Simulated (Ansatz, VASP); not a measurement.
## MgBe2S3: VASP beside Ansatz

```
CELL_PARAMETERS angstrom
3.40558 0.00000 0.00000
-1.70279 2.94932 0.00000
0.00000 0.00000 8.44753
ATOMIC_POSITIONS crystal
Mg 0.00000 0.00000 0.00000
Be 0.33333 0.66667 0.65947
Be 0.66667 0.33333 0.34053
S 0.33333 0.66667 0.19328
S 0.00000 0.00000 0.50000
S 0.66667 0.33333 0.80672
```

Change from the starting cell: species swapped into the NaNi2O3 type (P-3m1, No. 164).

Alike in both runs: functional PBE; k mesh 6 × 6 × 2; occupations gaussian, width 0.1 eV; no spin polarisation.

Ansatz relaxed the structure, and its values are those at the end. VASP's run is a single point on that final structure, the one shown.

|  | VASP | Ansatz |
| --- | --- | --- |
| version | VASP 6.6.1 | Ansatz 0.2.0 |
| potentials or method | VASP PAW PBE potentials, release 64 (Mg, Be, S) | scalar-relativistic, plane waves, PAW |
| plane-wave cutoff (eV) | 520 | 420 |
| valence electrons in the cell | 24 | 32 |

```csv
,VASP,Ansatz,Ansatz less VASP
gap on the k mesh at the Fermi level (eV),1.51,1.51,-0.001
least direct gap on the mesh (eV),2.23,2.23,-0.002
pressure (GPa),-0.2,0.0,+0.17
rms of the force components (eV/Å),0.007,0.003,-0.0037
```

With one functional, cell and mesh, what is left measures potentials, basis and numerics. The two sets of potentials don't hold the same shells in valence.

A k mesh can miss the band edges.
